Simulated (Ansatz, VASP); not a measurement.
# AlN (6H polytype (invented)) in two plane-wave programs, part 2 of 2

Aim: how closely do two programs agree when they are given the same cell, functional and k mesh? The cell is taken from a series of runs on this material, whose earlier steps may have relaxed, scaled, displaced or heated it; both programs get it as it stands.

VASP 6.6.1 and Ansatz 0.2.0.

So far: The structure; VASP: relaxation of cell and atoms, r2SCAN.

### 3. Ansatz: relaxation of cell and atoms, r2SCAN

Level of this step: Ansatz beside VASP: Kohn-Sham DFT, plane waves, r2SCAN (Ansatz).

Ansatz runs on its PAW soft_1 files.

The same cell, functional and mesh now go to Ansatz.

input.yaml

```yaml
crystal:
  lattice:
    - [3.094301554, 0.0, 0.0]
    - [-1.547150777, 2.6797437528, 0.0]
    - [0.0, 0.0, 15.080855829]
  atoms:
    - { symbol: Al, position: [0.0, 0.0, 0.0001459516] }
    - { symbol: Al, position: [0.3333333333, 0.6666666667, 0.1658870141] }
    - { symbol: Al, position: [0.6666666667, 0.3333333333, 0.3330509981] }
    - { symbol: Al, position: [0.0, 0.0, 0.5001459516] }
    - { symbol: Al, position: [0.6666666667, 0.3333333333, 0.6658870141] }
    - { symbol: Al, position: [0.3333333333, 0.6666666667, 0.8330509981] }
    - { symbol: "N", position: [0.0, 0.0, 0.1252948819] }
    - { symbol: "N", position: [0.3333333333, 0.6666666667, 0.2917521939] }
    - { symbol: "N", position: [0.6666666667, 0.3333333333, 0.4588689604] }
    - { symbol: "N", position: [0.0, 0.0, 0.6252948819] }
    - { symbol: "N", position: [0.6666666667, 0.3333333333, 0.7917521939] }
    - { symbol: "N", position: [0.3333333333, 0.6666666667, 0.9588689604] }
kpoints:
  mp_grid: { grid: [9, 9, 2] }
hamiltonian:
  xc: r2scan
  pseudopotentials: { kind: paw, azcp: { folder: soft_1 } }
scf:
  occupations: { method: fixed }
output:
  forces: true
  stress: true
  eigenvalues: true
basis:
  ecutwfc: 600.0
relax:
  adjacent_minimum: "off"
  f_tol: 0.001
  max_steps: 60
  cell: { stress_tol: 0.01 }
```

Started as:

```
$ ansatz run input.yaml --threads 4 --pin off --max-ram 10240MiB --backend cpu --events-out ev --progress --plain --runs-dir out
```

Numbers of over 12 decimals in the logs are rounded to 6 here.

The program printed:

```text
Engine: ansatz 0.2.0, aarch64-unknown-linux-gnu
Pseudopotentials: kind: paw
Pseudopotential: Al, paw, valence charge 3, recommended cutoff 500 eV (meta_gga), soft_1/Al.paw.azcp
Pseudopotential: N, paw, valence charge 5, recommended cutoff 500 eV (meta_gga), soft_1/N.paw.azcp
Functional definition: r2SCAN
  parameter k0 = 0.174
  parameter k1 = 0.065
  parameter a1 = 4.9479
  exchange = r2scan_x(k0 = k0, k1 = k1, a1 = a1)
  correlation = r2scan_c
Crystal: 12 atoms, lattice volume = 125.049 Å³
Basis set: ecut = 600 eV, 4189 PW (Γ), exchange–correlation on 100×100×500 points (64 copies of the dense FFT grid, shifted against one another)
Bands: 36, of which v1, the nominal top of the filled ones, is band 24 counted from 1 (23 counted from 0)
Symmetry: 12 space group operations
Space group: P63mc (ITA 186), of the structure as read, at distance tolerance 5.0e-5 Å
k-points: 24 of 162
Non-local potential: Al, projectors of the file, l = 0: 2, l = 1: 2, l = 2: 1
Non-local potential: N, projectors of the file, l = 0: 2, l = 1: 2, l = 2: 1
PAW form: soft (Blöchl's): semilocal exchange-correlation on the pseudo side does not see the compensation charge
PAW frozen core: Al, regenerated for the run's functional (the file was generated under x = pbe(κ = 0.804, μ = 0.219515), c = pbe(β = 0.066725))
PAW frozen core: N, regenerated for the run's functional (the file was generated under x = pbe(κ = 0.804, μ = 0.219515), c = pbe(β = 0.066725))
PAW one-centre angular grid: Al, 302 points (default); XC on 160 Gauss nodes
PAW one-centre angular grid: N, 302 points (default); XC on 160 Gauss nodes
Initial density: superposition of atomic densities (chi_scale 0.1, normalization cell, long waves kept (reshape's long-wave potential 0.00 eV rms))
Initial wavefunctions: pseudopotential atomic-orbital guess
Functional: x = r2scan, c = r2scan; τ floored in thin density (d = 2e-4 eV/Å³)
SCF iter   1: F=—  HF=-5576.880473 eV  |F-HF|=—  |Δ(HF+E_count)|=         —  Δρ=1.35e-1  dr2=2.80e1  dr2_τ=3.24e0  ethr=3.10e-3  ⟨swp⟩=4.6  Hψ=3273  notcnv=0  defer=219
preconditioner: auto → none  [insulator: Δε(μ)=5.658 eV  Ē_g=15.318 eV  n_scr=10 (ndim 8)  ℏωp=23.0 eV  f_vac=0.000  ε∞_Penn≈3.3]
SCF iter   2: F=—  HF=-5570.879482 eV  |F-HF|=—  |Δ(HF+E_count)|=    6.00e0  Δρ=6.50e-2  dr2=2.62e0  dr2_τ=1.22e0  ethr=3.10e-3  ⟨swp⟩=3.2  Hψ=2127  notcnv=0  defer=223
SCF iter   3: F=—  HF=-5570.707109 eV  |F-HF|=—  |Δ(HF+E_count)|=   1.72e-1  Δρ=2.39e-2  dr2=3.81e-1  dr2_τ=2.17e-2  ethr=3.10e-3  ⟨swp⟩=2.4  Hψ=1573  notcnv=0  defer=216
SCF iter   4: F=—  HF=-5570.730465 eV  |F-HF|=—  |Δ(HF+E_count)|=   2.34e-2  Δρ=1.84e-3  dr2=3.93e-3  dr2_τ=2.28e-4  ethr=7.93e-4  ⟨swp⟩=3.0  Hψ=1312  notcnv=0  defer=230
SCF iter   5: F=—  HF=-5570.729881 eV  |F-HF|=—  |Δ(HF+E_count)|=   5.84e-4  Δρ=6.71e-4  dr2=6.29e-4  dr2_τ=2.48e-5  ethr=8.18e-6  ⟨swp⟩=2.1  Hψ=1180  notcnv=0  defer=240
SCF iter   6: F=—  HF=-5570.729722 eV  |F-HF|=—  |Δ(HF+E_count)|=   1.59e-4  Δρ=2.18e-4  dr2=5.51e-5  dr2_τ=5.36e-6  ethr=1.31e-6  ⟨swp⟩=2.1  Hψ=1150  notcnv=0  defer=232
SCF iter   7: F=—  HF=-5570.729695 eV  |F-HF|=—  |Δ(HF+E_count)|=   2.73e-5  Δρ=5.47e-5  dr2=1.45e-5  dr2_τ=3.44e-7  ethr=1.15e-7  ⟨swp⟩=2.0  Hψ=1272  notcnv=0  defer=162
SCF iter   8: F=—  HF=-5570.729691 eV  |F-HF|=—  |Δ(HF+E_count)|=   3.82e-6  Δρ=1.20e-5  dr2=1.11e-7  dr2_τ=8.36e-9  ethr=3.01e-8  ⟨swp⟩=2.1  Hψ=1084  notcnv=0  defer=163
SCF iter   9: F=-5570.729691 eV  HF=-5570.729691 eV  |F-HF|=2.63e-9  |Δ(HF+E_count)|=   6.64e-8  Δρ=2.71e-6  dr2=9.82e-9  dr2_τ=2.37e-10  ethr=2.08e-10  ⟨swp⟩=17.4  Hψ=5343  notcnv=0
SCF 1 converged in 9 iterations: F = -5570.729691 eV  dr2 = 9.82e-9
  greatest PAW one-centre occupation: 0.797 electrons in one spin orbital (limit 2), on the N atom at site 6 (counted from 0), in its partial waves of l = 0
relax step   1: F+E_penalty+E_count = -5570.72969112 eV  Δ(F+E_penalty+E_count) = +0.000e0 eV  max|allowed force component| = 4.731e-4 eV/Å  Δτ_max = 0.0000 Å  P = +0.000 GPa  Ω = 125.049 Å³  (9 SCF iters, dr2 threshold 1.00e-7 eV, accepted)
Initial density: handed on by an earlier stage of this run
Initial wavefunctions: pseudopotential atomic-orbital guess (no wavefunctions were taken with the density)
iter 1 solved again at ethr=3.38e-8 eV; its pass at ethr=3.10e-3 eV (dr2=1.62e-5 eV) is discarded
SCF iter   1: F=—  HF=-5570.729714 eV  |F-HF|=—  |Δ(HF+E_count)|=         —  Δρ=2.73e-6  dr2=9.94e-9  dr2_τ=2.45e-10  ethr=3.38e-8  ⟨swp⟩=3.0  Hψ=5597  notcnv=0  defer=240
preconditioner: auto → none  [insulator: Δε(μ)=4.559 eV  Ē_g=14.262 eV  n_scr=10 (ndim 8)  ℏωp=23.0 eV  f_vac=0.000  ε∞_Penn≈3.6]
SCF iter   2: F=—  HF=-5570.729691 eV  |F-HF|=—  |Δ(HF+E_count)|=   2.27e-5  Δρ=1.60e-6  dr2=1.84e-9  dr2_τ=2.27e-10  ethr=2.07e-11  ⟨swp⟩=2.0  Hψ=1268  notcnv=0  defer=232
SCF iter   3: F=—  HF=-5570.729691 eV  |F-HF|=—  |Δ(HF+E_count)|=  2.07e-10  Δρ=5.99e-7  dr2=5.14e-10  dr2_τ=3.56e-11  ethr=3.83e-12  ⟨swp⟩=2.1  Hψ=1131  notcnv=0  defer=232
SCF iter   4: F=—  HF=-5570.729691 eV  |F-HF|=—  |Δ(HF+E_count)|=  2.00e-11  Δρ=2.08e-7  dr2=7.47e-11  dr2_τ=9.16e-12  ethr=1.07e-12  ⟨swp⟩=2.1  Hψ=1119  notcnv=0  defer=232
SCF iter   5: F=-5570.729691 eV  HF=-5570.729691 eV  |F-HF|=0.00e0  |Δ(HF+E_count)|=  1.73e-11  Δρ=3.39e-8  dr2=4.88e-13  dr2_τ=1.75e-13  ethr=1.00e-12  ⟨swp⟩=16.2  Hψ=6436  notcnv=0
SCF 2 converged in 5 iterations: F = -5570.729691 eV  dr2 = 4.88e-13
  greatest PAW one-centre occupation: 0.797 electrons in one spin orbital (limit 2), on the N atom at site 9 (counted from 0), in its partial waves of l = 0
relax step   2: F+E_penalty+E_count = -5570.72969113 eV  Δ(F+E_penalty+E_count) = -1.971e-9 eV  max|allowed force component| = 4.685e-4 eV/Å  Δτ_max = 0.0000 Å  P = +0.000 GPa  Ω = 125.049 Å³  stress off target by 2.19e-3 GPa  SCF on the basis re-selected at this cell (its energy is not comparable with the rows above)  (5 SCF iters)
basis re-selected at this cell: Δ(F+E_penalty+E_count) = -1.971e-9 eV, ΔP = +0.000 GPa vs the last step (what re-selecting the basis moved, of the pressure what is left beyond the Pulay correction that the steps carried, after the strain that the cell walked since its last selection, with what the two solves' SCF thresholds leave and, on support functions, any second-order correction that the steps lacked; it is no m [...]
SCF converged after 5 iterations
Free energy (F): -5570.729691 eV
Harris-Foulkes:  -5570.729691 eV  (|F-HF|=0.00e0)
Internal energy: -5570.729691 eV  (E = F + TS)
E sigma→0 (E₀):  -5570.729691 eV
Fermi energy:    6.752365 eV
--- Per-component energies (eV) ---
  E_band       = 68.364885
  E_kinetic    = 946.479966
  E_local      = -1261.514229  (includes V_loc(G=0)·N_el)
  E_nonlocal   = 261.493796
  E_hartree    = 469.463475
  E_xc         = -577.728589
  E_vxc        = -707.205986  (∫ρ·V_xc dr)
  E_paw        = -3629.820395  (= ΣΔE_a)
  E_vpaw       = -147.539925  (= ΣTr[D̂ρ^β])
  E_aug_tail   = 0.000092  (compensation charges beyond the density's cutoff)
  E_vtau       = 37.724227  (kinetic-family band-sum trace: ∫τ·v_τ [+ j·A + Jᵃ·Aᵃ] dr)
  E_ewald      = -1778.565770
  E_core_change = -0.538037  (= ΣΔE_core)
  E_smearing   = -0.000000  (= −TS)
  E_closure    = -0.000000  (closes the sum)
  Σ components = -5570.729691   (vs F -5570.729691, Δ=0.00e0)
--- Forces (eV/Å), atoms counted from 1 ---
  atom   1  Al     0.00000000    -0.00000000    -0.00019889
  atom   2  Al    -0.00000000     0.00000000    -0.00031950
  atom   3  Al     0.00000000     0.00000000    -0.00046942
  atom   4  Al     0.00000000     0.00000000    -0.00019889
  atom   5  Al    -0.00000000    -0.00000000    -0.00031950
  atom   6  Al     0.00000000    -0.00000000    -0.00046942
  atom   7  N      0.00000000     0.00000000     0.00024405
  atom   8  N      0.00000000    -0.00000000     0.00036092
  atom   9  N      0.00000000    -0.00000000     0.00037756
  atom  10  N      0.00000000    -0.00000000     0.00024405
  atom  11  N      0.00000000     0.00000000     0.00036092
  atom  12  N      0.00000000     0.00000000     0.00037756
  max |Σ_I F_I| component: 1.06e-5 eV/Å
--- Stress (GPa, compression-positive) ---
       -0.000977       0.000000      -0.000000
        0.000000      -0.000977       0.000000
       -0.000000       0.000000       0.002185
  P = ⅓ Tr σ = 0.0001 GPa (0.001 kbar)
--- Band table (eV; the first three rows and the last of 24) ---
  k-point 0: bands = [... 20 lower, 6.5595, 6.6909, 6.6909, 6.7524, 11.5985, 12.9929, 13.1320, 14.3734, ... 8 higher]
  k-point 1: bands = [... 20 lower, 6.6519, 6.6519, 6.6519, 6.6519, 12.0859, 12.0859, 13.9453, 13.9453, ... 8 higher]
  k-point 2: bands = [... 20 lower, 6.4568, 6.4859, 6.6690, 6.6957, 12.3115, 13.3950, 13.5157, 14.7140, ... 8 higher]
  k-point 23: bands = [... 20 lower, 5.3773, 5.3773, 5.6511, 5.6511, 13.2158, 13.2158, 13.6577, 13.6577, ... 8 higher]
--- Relaxed structure (1 steps of the walk, 1 accepted, 1 SCFs on fresh bases) ---
  F+E_penalty+E_count = -5570.72969113 eV   max|allowed force component| = 4.685e-4 eV/Å   (the final SCF, on the basis selected at the relaxed cell)
  cell:  # Å, volume = 125.0495 Å³
    - [3.094302, 0.0, 0.0]
    - [-1.547151, 2.679744, 0.0]
    - [0.0, 0.0, 15.080855829]
  atoms:
    - { symbol: Al, position: [0.0, 0.0, 0.0001459516] }
    - { symbol: Al, position: [0.333333, 0.666667, 0.1658870141] }
    - { symbol: Al, position: [0.666667, 0.333333, 0.3330509981] }
    - { symbol: Al, position: [0.0, 0.0, 0.5001459516] }
    - { symbol: Al, position: [0.666667, 0.333333, 0.6658870141] }
    - { symbol: Al, position: [0.333333, 0.666667, 0.8330509981] }
    - { symbol: N, position: [0.0, 0.0, 0.1252948819] }
    - { symbol: N, position: [0.333333, 0.666667, 0.2917521939] }
    - { symbol: N, position: [0.666667, 0.333333, 0.4588689604] }
    - { symbol: N, position: [0.0, 0.0, 0.6252948819] }
    - { symbol: N, position: [0.666667, 0.333333, 0.791752] }
    - { symbol: N, position: [0.333333, 0.666667, 0.9588689604] }
```

### 4. Differences

Known differences besides the potentials themselves: VASP keeps PBE cores, Ansatz makes them for the functional; fixed occupations in Ansatz, narrow Gaussian smearing in VASP; the cutoff is 600 eV in Ansatz and 660 eV in VASP; Ansatz adds a Pulay correction to the stress that steers its cell, VASP none. Total energies have different zeros and are not compared.

The two programs side by side:

```csv
quantity,Ansatz,VASP,difference
volume (Å³),125.05,124.91,+0.11 %
"edge a after relaxation, in the typed setting (Å)",3.094,3.093,+0.04 %
"edge c after relaxation, in the typed setting (Å)",15.081,15.075,+0.04 %
```

### 5. What came out

```json
{
  "difference in volume (relaxation of cell and atoms, r2SCAN)": "0.11 %"
}
```

The difference in volume is 0.11 % (relaxation of cell and atoms, r2SCAN), within the 1.2 % picked in this series as the mark of a large difference, as far as the stopping tolerances let one tell. How closely two codes agree says nothing of how well the functional describes the real material.

[Lines on the potential files, build, host, timing and source positions are cut from VASP's logs without a mark.]

[Logs are printed without paths, hosts, clocks, repeated set-up lines and the standing remarks that a program may print on its own settings, such as how far it seeks lower states.]

[Hosts, paths, dates, database ids (printed as entryN), source tags and the programs' standing remarks are cut or masked in the printed files.]
